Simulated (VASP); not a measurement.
```xyz
4
Lattice="1.9583 -3.3919 0.0000 1.9583 3.3919 0.0000 0.0000 0.0000 5.1052" Properties=species:S:1:pos:R:3 pbc="T T T"
Ni     0.0000     0.0000     2.5526
Ni     0.0000     0.0000     0.0000
Sb     1.9583     1.1306     1.2763
Sb     1.9583    -1.1306     3.8289
```

All values below come from PBE GGA with D3 dispersion (Becke-Johnson damping), VASP's PBE PAW potentials (set 64) (plane waves; VASP). Run with 520 eV cut-off, 10×10×7 Γ-centred mesh, tetrahedra with Blöchl corrections, potentials Ni Sb.

Unless said otherwise, spin-orbit coupling is left out, though it shifts the bands of the heavy elements here.

Problem. Predict the energy per atom (σ→0), band gap (on the k-mesh) with the smallest direct gap where there is one.

Solution. 
```json
{
  "band gap (on the k-mesh)": "none (metal, semimetal or under 0.01 eV)",
  "energy per atom (σ→0)": "-5.607 eV/atom"
}
```

Total energies compare only between runs with the same potentials, cut-off and functional.

The compound is NiSb in the NiAs type structure. It was relaxed first. The run is not spin-polarised, so no magnetic state was tried.
